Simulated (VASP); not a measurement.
Here is a VASP 6.6.1 calculation.

Contents of INCAR:

```
PREC = Accurate ; ENCUT = 520
EDIFF = 1E-6 ; ISMEAR = -1
SIGMA = 0.1 ; LREAL = F
LASPH = T ; NELM = 100
ALGO = Fast ; ISIF = 2
LWAVE = F ; LCHARG = F
GGA = CA ; NBANDS = 7
```

Contents of KPOINTS:

```
regular mesh
0
Gamma
  14 14 14
```

Contents of POSCAR:

```
Mg
1.0
   -1.7996025618      1.7996025618      1.7996025618
    1.7996025618     -1.7996025618      1.7996025618
    1.7996025618      1.7996025618     -1.7996025618
Mg
1
Direct
    0.0000000000      0.0000000000      0.0000000000
```

Potentials or basis: VASP PAW LDA potentials, release 64 (Mg).

Run with:

```sh
$ cat potpaw_LDA.64/Mg/POTCAR > POTCAR
$ mpirun -np 1 vasp_std > vasp.out
```

Problem. Predict the pressure.

Solution. -2.8 GPa.

Problem. Predict the band gap on the k mesh.

Solution. None (metal or under the smearing width).
